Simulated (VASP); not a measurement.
Wanted: the native input for a VASP 6.6.1 run.

- Task: single point
- Functional: PBEsol
- Potentials or basis: VASP PAW PBE potentials, release 64 (Cd, Ag)
- Cutoff: 520 eV
- k mesh: 7 × 7 × 1
- Occupations: fermi-dirac, width 0.05 eV
- Spin: no spin polarisation
- Hubbard terms: Ag d U = 5 eV
- Dipole correction: yes
- Further INCAR settings: ALGO = Fast; EDIFF = 1e-06; NBANDS = 18

The structure of CdAg lies in POSCAR:

```
CdAg
1.0
    3.9055300000      0.0000000000      0.0000000000
    0.0000000000      3.9055300000      0.0000000000
    0.0000000000      0.0000000000     23.8000000000
Cd Ag
1 1
Direct
    0.0000000000      0.0000000000      0.2941200000
    0.5000000000      0.5000000000      0.2941200000
```

The cell was built by a generator and needn't be a form met in nature.

These files were run (other wordings do the same):

INCAR

```
  PREC = Accurate
  ENCUT = 520
  EDIFF = 1E-6
  ISMEAR = -1
  SIGMA = 0.05
  LREAL = F
  LASPH = T
  NELM = 100
  ALGO = Fast
  ISIF = 2
  LWAVE = F
  LCHARG = F
  LMAXMIX = 4
  LDAU = T
  LDAUTYPE = 2
  LDAUL = -1 2
  LDAUU = 0 5
  LDAUJ = 0 0
  LDAUPRINT = 1
  LDIPOL = T
  IDIPOL = 3
  DIPOL = 0.5 0.5 0.294
  GGA = PS
  NBANDS = 18
```

KPOINTS

```
regular mesh
0
Gamma
  7 7 1
```

Potentials or basis: VASP PAW PBE potentials, release 64 (Cd, Ag).

Launch:

```bash
$ cat potpaw_PBE.64/Cd/POTCAR potpaw_PBE.64/Ag/POTCAR > POTCAR
$ mpirun -np 1 vasp_std > vasp.out
```

Results of the run:

```json
{
 "Band gap on the k mesh": "none (metal or under the smearing width)"
}
```

Caveat: U without spin polarisation on a metal has little footing; the U is typed as a test and isn't derived for this compound.

It took 63 s on 1 thread of AMD EPYC 9R45 96-Core Processor (Zen 5) (shared host), peak memory 0.4 GiB.
